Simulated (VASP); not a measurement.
Here is the system:

```
MgS
1.0
    0.00000     2.59844     2.59844
    2.59844     0.00000     2.59844
    2.59844     2.59844     0.00000
Mg S
1 1
Direct
  0.00000   0.00000   0.00000
  0.50000   0.50000   0.50000
```

All values below come from rev-vdW-DF2, VASP's PBE PAW potentials (set 64) (plane waves; VASP). Settings: 520 eV cut-off, Gaussian smearing of 0.050 eV, potentials Mg S.

Task: Estimate the band gap (along the path) with the smallest direct gap where there is one.

Result: 
band gap (along the path): 2.78 eV
smallest direct gap (along the path): 3.76 eV

The absolute energy has meaning only against runs of the same code, potentials and settings.

The compound is MgS in the rock salt structure. It was relaxed first.
